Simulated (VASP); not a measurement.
Here is the system:

```xyz
64
Lattice="8.7583 0.0000 0.0000 0.0000 8.7583 0.0000 0.0000 0.0000 8.7583" Properties=species:S:1:pos:R:3 pbc="T T T"
Si     4.3771     8.7543     8.7549
Si     6.5620     2.1893     0.0010
Si     6.5616     0.0002     2.1901
Si     8.7557     8.7543     8.7552
Si     2.1881     2.1894     8.7499
Si     4.3756     4.3765     8.7535
Si     6.5621     6.5622     8.7512
Si     2.1880     8.7492     2.1886
Si     4.3600     2.2185     2.2177
Si     6.5273     4.3907     2.2213
Si     4.3761     8.7533     4.3765
Si     6.5274     2.2201     4.3911
Si     6.5636     8.7501     6.5640
Si     8.7538     4.3761     8.7542
Si     2.1902     6.5614     8.7574
Si     8.7492     2.1887     2.1893
Si     2.2178     4.3619     2.2185
Si     4.3903     6.5294     2.2221
Si     8.7542     8.7531     4.3770
Si     2.2186     2.2175     4.3613
Si     6.5315     6.5298     4.3632
Si     2.1899     8.7576     6.5625
Si     4.3909     2.2202     6.5299
Si     6.5303     4.3620     6.5305
Si     8.7578     6.5611     2.1887
Si     8.7528     4.3742     4.3756
Si     2.2196     6.5287     4.3906
Si     8.7576     2.1882     6.5618
Si     2.2206     4.3895     6.5278
Si     4.3635     6.5301     6.5293
Si     8.7513     6.5614     6.5634
C      5.4700     1.1138     1.1143
C      7.6428     3.2885     1.1152
C      7.6433     1.1139     3.2892
C      1.0954     1.0955     1.0958
C      3.2831     3.2851     1.0918
C      5.4728     5.4744     1.0924
C      7.6626     7.6626     1.0958
C      3.2839     1.0910     3.2833
C      5.3458     3.4080     3.4088
C      7.6641     5.4727     3.2838
C      5.4741     1.0905     5.4755
C      7.6633     3.2824     5.4735
C      7.6632     1.0953     7.6638
C      1.1137     5.4704     1.1125
C      3.2882     7.6430     1.1144
C      1.0928     3.2833     3.2840
C      3.4078     5.3477     3.4092
C      5.4750     7.6640     3.2857
C      1.1138     1.1123     5.4710
C      3.4087     3.4070     5.3475
C      4.3687     4.3690     4.3696
C      5.3519     5.3506     5.3512
C      7.6457     7.6436     5.4719
C      3.2884     1.1141     7.6446
C      5.4741     3.2841     7.6650
C      7.6444     5.4696     7.6451
C      1.1136     7.6424     3.2875
C      1.0909     5.4723     5.4736
C      3.2841     7.6637     5.4738
C      1.1136     3.2877     7.6426
C      3.2846     5.4733     7.6622
C      5.4707     7.6442     7.6449
C      1.0968     7.6618     7.6632
```
Cell charge +1.

These are HSE06 screened hybrid, VASP's PBE PAW potentials (set 64) (plane waves; VASP 6.6.1) values and carry that method's errors. Settings: PREC = Normal, LREAL = Auto, ISYM = 0, NELECT = 255.0, EDIFF = 1E-5, 400 eV cut-off, 1×1×1 Γ-centred mesh, Gaussian smearing of 0.050 eV, potentials Si C. Starting moments (MAGMOM): 64*0.0156. The cell's moment is fixed (NUPDOWN = 1).

The cell is charged, with a uniform compensating background. The supercell is sampled at Γ alone, which is coarse: total energies, pressure and levels can be off, energies of defects by several tenths of an eV.

Predict the cell moment, energy per atom (σ→0).

```
Item                           Result
---------------------  --------------
cell moment                   1.00 μB
energy per atom (σ→0)  -8.804 eV/atom
```

The cell is a supercell with a defect, built from SiC (zinc blende): C_Si, charge +1. The cell's shape comes from a PBE relaxation.
